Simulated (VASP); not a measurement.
# Y: surface energy and work function by face, part 2 of 5

Which face of Y is cheapest, and which holds its electrons hardest?

VASP 6.6.1; PBE; plane waves and PAW (Y_sv).

So far. Step 3 (The bulk reference, job self-consistent run, k-mesh …): The run ends at a pressure of -0.21 GPa.

## Step 4: Surface relaxation, 8 atoms, face Y(0001)

System of this step: Y(0001). The cell holds 8 atoms: 8 Y. Cell: a = 3.657 Å, b = 3.657 Å, c = 34.845 Å, α = 90.0°, β = 90.0°, γ = 60.0°. It derives from Y. 8 layers of hcp Y, cut at this functional's lattice. Vacuum lies along c.

All atoms relax at the fixed cell.

INCAR reads:

```
SYSTEM = Y
PREC = Normal
ENCUT = 320
EDIFF = 1E-05
NELM = 120
ISMEAR = 1
SIGMA = 0.15
LREAL = .FALSE.
ALGO = Fast
GGA = PE
NBANDS = 54
LASPH = .TRUE.
LORBIT = 11
LWAVE = .FALSE.
LCHARG = .FALSE.
KPAR = 4
IBRION = 2
NSW = 40
ISIF = 2
EDIFFG = -0.03
POTIM = 0.4
MAXMIX = 40
```

POSCAR reads:

```
Y
1.0
    3.6570626610      0.0000000000      0.0000000000
    1.8285313305      3.1671091677      0.0000000000
    0.0000000000      0.0000000000     34.8454263301
Y
8
Direct
    0.6666666700      0.6666666700      0.2152362800
    0.0000000000      0.0000000000      0.2965973400
    0.6666666700      0.6666666700      0.3779584100
    0.0000000000      0.0000000000      0.4593194700
    0.6666666700      0.6666666700      0.5406805300
    0.0000000000      0.0000000000      0.6220415900
    0.6666666700      0.6666666700      0.7034026600
    0.0000000000      0.0000000000      0.7847637200
```

KPOINTS reads:

```
Automatic mesh
0
Gamma
12 12 1
0 0 0
```

The projector-augmented-wave data sets are Y_sv (PBE family, release 64).

The run is started by

```console
> mpirun -np 4 vasp_std
```

The program printed:

```text
[banner, memory and clock lines left out]
running    4 mpi-ranks, on    1 nodes
 distrk:  each k-point on    1 cores,    4 groups
 distr:  one band on    1 cores,    1 groups

 POSCAR found type information on POSCAR Y
 POSCAR found :  1 types and       8 ions
 LDA part: xc-table for (Slater+PW92), standard interpolation
 POSCAR, INCAR and KPOINTS ok, starting setup
 FFT: planning ... GRIDC
 FFT: planning ... GRID_SOFT
 FFT: planning ... GRID
 WAVECAR not read
 entering main loop
       N       E                     dE             d eps       ncg     rms          rms(c)
DAV:   1     0.406392364213E+03    0.40639E+03   -0.36126E+04  2684   0.106E+03
DAV:   2     0.674027345835E+01   -0.39965E+03   -0.38876E+03  2304   0.299E+02
DAV:   3    -0.439005519701E+02   -0.50641E+02   -0.49421E+02  3176   0.561E+01
DAV:   4    -0.529345956206E+02   -0.90340E+01   -0.89513E+01  3552   0.239E+01
DAV:   5    -0.538692578825E+02   -0.93466E+00   -0.93289E+00  2984   0.676E+00    0.714E+01
RMM:   6    -0.893702095381E+02   -0.35501E+02   -0.85051E+01  2557   0.139E+01    0.629E+01
RMM:   7    -0.116164716461E+03   -0.26795E+02   -0.91193E+01  2571   0.147E+01    0.797E+01
RMM:   8    -0.575763376633E+02    0.58588E+02   -0.51108E+00  2549   0.590E+00    0.452E+01
RMM:   9    -0.505934624267E+02    0.69829E+01   -0.81226E+00  2705   0.500E+00    0.184E+01
RMM:  10    -0.504239241275E+02    0.16954E+00   -0.21187E+00  2743   0.289E+00    0.139E+01
RMM:  11    -0.504855035434E+02   -0.61579E-01   -0.61693E-01  2737   0.150E+00    0.147E+01
RMM:  12    -0.501793002977E+02    0.30620E+00   -0.22861E-01  2802   0.100E+00    0.107E+01
RMM:  13    -0.503745790593E+02   -0.19528E+00   -0.89889E-02  3045   0.557E-01    0.130E+01
RMM:  14    -0.500533676531E+02    0.32121E+00   -0.12918E-01  2692   0.722E-01    0.649E+00
RMM:  15    -0.499817578657E+02    0.71610E-01   -0.17826E-01  2784   0.111E+00    0.252E+00
RMM:  16    -0.499834814259E+02   -0.17236E-02   -0.69593E-02  3085   0.507E-01    0.181E+00
RMM:  17    -0.499806372845E+02    0.28441E-02   -0.44265E-02  3042   0.307E-01    0.125E+00
RMM:  18    -0.499812890652E+02   -0.65178E-03   -0.31594E-02  2977   0.262E-01    0.443E-01
RMM:  19    -0.499848914616E+02   -0.36024E-02   -0.21873E-02  3030   0.194E-01    0.980E-01
RMM:  20    -0.499849706832E+02   -0.79222E-04   -0.17895E-02  3091   0.144E-01    0.446E-01
RMM:  21    -0.499859636496E+02   -0.99297E-03   -0.13389E-02  2908   0.102E-01    0.336E-01
RMM:  22    -0.499870109504E+02   -0.10473E-02   -0.10125E-02  2537   0.745E-02    0.376E-01
RMM:  23    -0.499884072410E+02   -0.13963E-02   -0.89053E-03  2606   0.694E-02    0.560E-01
RMM:  24    -0.499878945857E+02    0.51266E-03   -0.58668E-03  2641   0.634E-02    0.150E-01
RMM:  25    -0.499883923521E+02   -0.49777E-03   -0.53122E-03  1998   0.471E-02    0.124E-01
RMM:  26    -0.499889591591E+02   -0.56681E-03   -0.43850E-03  1794   0.374E-02    0.203E-01
RMM:  27    -0.499893031123E+02   -0.34395E-03   -0.40568E-03  1685   0.324E-02    0.181E-01
RMM:  28    -0.499895921437E+02   -0.28903E-03   -0.33663E-03  1683   0.290E-02    0.163E-01
RMM:  29    -0.499900137935E+02   -0.42165E-03   -0.32487E-03  1928   0.332E-02    0.226E-01
RMM:  30    -0.499902254327E+02   -0.21164E-03   -0.27604E-03  1646   0.248E-02    0.184E-01
[...]
RMM:  49    -0.499922857468E+02   -0.33261E-04   -0.33234E-04   665   0.719E-03    0.143E-02
RMM:  50    -0.499923136247E+02   -0.27878E-04   -0.27870E-04   659   0.690E-03    0.165E-02
RMM:  51    -0.499923392755E+02   -0.25651E-04   -0.25852E-04   634   0.664E-03    0.180E-02
RMM:  52    -0.499923609878E+02   -0.21712E-04   -0.21719E-04   628   0.636E-03    0.202E-02
RMM:  53    -0.499923811216E+02   -0.20134E-04   -0.20209E-04   609   0.614E-03    0.220E-02
RMM:  54    -0.499923980237E+02   -0.16902E-04   -0.16985E-04   602   0.593E-03    0.234E-02
RMM:  55    -0.499924138287E+02   -0.15805E-04   -0.15843E-04   572   0.574E-03    0.250E-02
RMM:  56    -0.499924268549E+02   -0.13026E-04   -0.13376E-04   591   0.568E-03    0.255E-02
RMM:  57    -0.499924393435E+02   -0.12489E-04   -0.12605E-04   565   0.548E-03    0.266E-02
RMM:  58    -0.499924498496E+02   -0.10506E-04   -0.10576E-04   547   0.533E-03    0.278E-02
RMM:  59    -0.499924598480E+02   -0.99984E-05   -0.10073E-04   535   0.523E-03    0.289E-02
RMM:  60    -0.499924683427E+02   -0.84947E-05   -0.85918E-05   537   0.509E-03
   1 F= -.49992468E+02 E0= -.49990586E+02  d E =-.499925E+02
 curvature:   0.00 expect dE= 0.000E+00 dE for cont linesearch  0.000E+00
 trial: gam= 0.00000 g(F)=  0.343E-02 g(S)=  0.000E+00 ort = 0.000E+00 (trialstep = 0.100E+01)
 search vector abs. value=  0.343E-02
 bond charge predicted
       N       E                     dE             d eps       ncg     rms          rms(c)
DAV:   1    -0.499941821409E+02   -0.17223E-02   -0.34450E-01  2740   0.270E+00    0.425E-01
RMM:   2    -0.500055439536E+02   -0.11362E-01   -0.31979E-02  2368   0.551E-01    0.141E+00
RMM:   3    -0.499973140924E+02    0.82299E-02   -0.35959E-03  2425   0.209E-01    0.648E-01
RMM:   4    -0.499990863527E+02   -0.17723E-02   -0.15706E-03  3032   0.108E-01    0.841E-01
RMM:   5    -0.499955649840E+02    0.35214E-02   -0.28554E-03  2675   0.129E-01    0.162E-01
RMM:   6    -0.499956021451E+02   -0.37161E-04   -0.18593E-03  2985   0.920E-02    0.168E-01
RMM:   7    -0.499957293528E+02   -0.12721E-03   -0.45355E-04  2563   0.607E-02    0.150E-01
RMM:   8    -0.499956679252E+02    0.61428E-04   -0.14468E-04  2491   0.308E-02    0.114E-01
RMM:   9    -0.499956360925E+02    0.31833E-04   -0.72009E-05  2065   0.198E-02    0.114E-01
RMM:  10    -0.499956313075E+02    0.47850E-05   -0.45302E-05  1767   0.152E-02
   2 F= -.49995631E+02 E0= -.49994055E+02  d E =-.316296E-02
[...]
WARNING in EDDRMM: call to ZHEGV failed, returncode =   6  3     41
[...]
3 F= -.50001100E+02 E0= -.49999430E+02  d E =-.863213E-02
[...]
4 F= -.50001616E+02 E0= -.49999953E+02  d E =-.914763E-02
 curvature:  -2.60 expect dE=-0.454E-03 dE for cont linesearch -0.178E-05
 ZBRENT: bracketing found
 ZBRENT: interpolating
 opt :   5.1888  next Energy=   -50.001618 (dE=-0.915E-02)
 bond charge predicted
       N       E                     dE             d eps       ncg     rms          rms(c)
DAV:   1    -0.500016112269E+02    0.36168E-06   -0.39686E-03  2326   0.286E-01    0.460E-02
RMM:   2    -0.500016214411E+02   -0.10214E-04   -0.14518E-04  1961   0.495E-02    0.144E-02
RMM:   3    -0.500016234123E+02   -0.19712E-05   -0.16918E-05  1413   0.169E-02
   5 F= -.50001623E+02 E0= -.49999962E+02  d E =-.915507E-02
 curvature:  -2.46 expect dE=-0.424E-03 dE for cont linesearch -0.101E-05
 ZBRENT: accuracy reached
 trial: gam= 0.03919 g(F)=  0.172E-03 g(S)=  0.000E+00 ort = 0.374E-04 (trialstep = 0.184E+01)
 search vector abs. value=  0.180E-03
 bond charge predicted
       N       E                     dE             d eps       ncg     rms          rms(c)
DAV:   1    -0.500016684242E+02   -0.46983E-04   -0.57471E-02  2566   0.114E+00    0.151E-01
RMM:   2    -0.500018313838E+02   -0.16296E-03   -0.26117E-03  2204   0.190E-01    0.624E-02
RMM:   3    -0.500018090855E+02    0.22298E-04   -0.28223E-04  2819   0.626E-02    0.643E-02
RMM:   4    -0.500018486070E+02   -0.39522E-04   -0.11995E-04  2805   0.350E-02    0.369E-02
RMM:   5    -0.500018720090E+02   -0.23402E-04   -0.48565E-05  2021   0.203E-02    0.177E-02
RMM:   6    -0.500018774725E+02   -0.54635E-05   -0.30301E-05  1589   0.145E-02
 trial-energy change:   -0.000254  1 .order   -0.000274   -0.000319   -0.000230
 step:   6.5905(harm=  6.5905)  dis= 0.00885  next Energy=   -50.002195 (dE=-0.571E-03)
 reached required accuracy - stopping structural energy minimisation
```

Run time: 2.6 min. Hardware: 4 MPI ranks of Intel Xeon 6975P-C (Granite Rapids), shared host; peak memory 1.2 GiB.

OUTCAR, selected parts (step 4):

```text
  LATTYP: Found a hexagonal cell.
 ALAT       =     3.6570626610
 C/A-ratio  =     9.5282552037

 Subroutine GETGRP returns: Found 12 space group operations
 (whereof  6 operations were pure point group operations)

The static configuration has the point symmetry C_3v.
 The point group associated with its full space group is D_3d.

 Found     19 irreducible k-points:

   k-points           NKPTS =     19   k-points in BZ     NKDIM =     19   number of bands    NBANDS=     54

   dimension x,y,z NGX =    16 NGY =   16 NGZ =  160
   dimension x,y,z NGXF=    32 NGYF=   32 NGZF=  320

   ENCUT  =  320.0 eV  23.52 Ry    4.85 a.u.   5.33  5.33 50.82*2*pi/ulx,y,z

   NELECT =      88.0000    total number of electrons

 E-fermi :   0.9459

 k-point     1 :       0.0000    0.0000    0.0000
  band No.  band energies     occupation
    ...
     36      -2.6240      2.00000
     37      -2.0927      2.00000
     38      -1.5543      2.00000
     39      -1.1575      2.00000
     40      -0.9570      2.00000
     41       1.0832     -0.02793
     42       1.0837     -0.02909
     43       1.6894     -0.00000
     44       1.7721     -0.00000
     45       1.8324     -0.00000
    ...

 k-point     2 :       0.0833   -0.0000    0.0000
  band No.  band energies     occupation
    ...
     36      -2.4892      2.00000
     37      -1.9611      2.00000
     38      -1.4224      2.00000
     39      -1.0213      2.00000
     40      -0.8198      2.00000
     41       1.0954     -0.04960
     42       1.0973     -0.05211
     43       1.5317     -0.00000
     44       1.6241     -0.00000
     45       1.6808     -0.00000
    ...

  Total       -1.6671005     -1.6671005     -0.5881100      0.0000000      0.0000000     -0.0000000
  in kB       -6.6180670     -6.6180670     -2.3346832      0.0000000      0.0000000     -0.0000000
  external PRESSURE =      -5.1902724 kB  Pullay stress =       0.0000000 kB

  energy-cutoff  :      320.00
  volume of cell :      403.59
      direct lattice vectors                 reciprocal lattice vectors
     3.657062661  0.000000000  0.000000000     0.273443496 -0.157872676  0.000000000
     1.828531330  3.167109168  0.000000000     0.000000000  0.315745352  0.000000000
     0.000000000  0.000000000 34.845426330     0.000000000  0.000000000  0.028698171

 POSITION                                       TOTAL-FORCE (eV/Angst)
 -----------------------------------------------------------------------------------
      3.65706      2.11141      7.52792        -0.000000     -0.000000      0.020395
      3.65706      0.00000     10.30307         0.000000     -0.000000      0.010974
      3.65706      2.11141     13.17493        -0.000000     -0.000000     -0.026015
      1.82853      3.16711     16.01083         0.000000     -0.000000      0.001271
      3.65706      2.11141     18.83460        -0.000000      0.000000     -0.001271
      5.48559      3.16711     21.67049         0.000000      0.000000      0.026015
      3.65706      2.11141     24.54235        -0.000000     -0.000000     -0.010974
      0.00000      0.00000     27.31751         0.000000      0.000000     -0.020395
 -----------------------------------------------------------------------------------
    total drift:                               -0.000054     -0.000031      0.000063

  FREE ENERGIE OF THE ION-ELECTRON SYSTEM (eV)
  ---------------------------------------------------
  free  energy   TOTEN  =       -50.0018774725 eV

  energy  without entropy=      -49.9969363454  energy(sigma->0) =      -50.00023043

 total charge
# of ion       s       p       d       f       tot
--------------------------------------------------
    1        2.292   6.129   0.909   0.005   9.335
    2        2.275   6.235   0.919   0.006   9.435
    3        2.279   6.214   0.917   0.006   9.416
    4        2.280   6.222   0.920   0.006   9.428
    5        2.280   6.222   0.920   0.006   9.428
    6        2.279   6.214   0.917   0.006   9.416
    7        2.275   6.235   0.919   0.006   9.435
    8        2.292   6.129   0.909   0.005   9.335
--------------------------------------------------
tot         18.252  49.599   7.330   0.048  75.229

[... 1 part as in an earlier step ...]

[... 7 further parts left out ...]
```

The run keeps the 12 symmetry operations of its start, so it cannot find a distortion of lower symmetry.

The steps of the relaxation:

```tsv
step	energy less that of the first step (eV)	largest force (eV/Å)
1	0.0000	0.1615
2	-0.0032	0.1230
3	-0.0086	0.0542
4	-0.0091	0.0374
5	-0.0092	0.0362
6	-0.0094	0.0260
```

The atoms that moved most (Å):

```tsv
atom	dx	dy	dz	length
Y7	0.000	0.000	0.032	0.032
Y2	0.000	0.000	-0.032	0.032
Y8	0.000	0.000	-0.028	0.028
Y1	0.000	0.000	0.028	0.028
Y5	0.000	0.000	-0.006	0.006
Y4	0.000	0.000	0.006	0.006
```

The relaxed structure:

```
Y
1.0
     3.65706    0.00000    0.00000
     1.82853    3.16711    0.00000
     0.00000    0.00000   34.84543
Y
8
Direct
  0.66667 0.66667 0.21604
  0.00000 0.00000 0.29568
  0.66667 0.66667 0.37810
  0.00000 0.00000 0.45948
  0.66667 0.66667 0.54052
  0.00000 0.00000 0.62190
  0.66667 0.66667 0.70432
  0.00000 0.00000 0.78396
```

Numbers from this step:

```yaml
electronic_cycles: 120
electrons: 88
free_energy_toten: -50.0019 eV
energy_at_zero_smearing: -50.0002 eV
fermi_energy: 0.9459 eV
```

The run ended after 6 ionic steps, 0.009 eV below its first step, once the forces on the free atoms met EDIFFG = -0.03.

(Continued in part 3 of 5.)

[Lines on the potential files, build, host, timing and source positions are cut from VASP's logs without a mark.]

[Logs are printed without paths, hosts, clocks, repeated set-up lines and the standing remarks that a program may print on its own settings, such as how far it seeks lower states.]

[Hosts, paths, dates, database ids (printed as entryN), source tags and the programs' standing remarks are cut or masked in the printed files.]

[Runs that stopped without an error message from VASP are left out.]
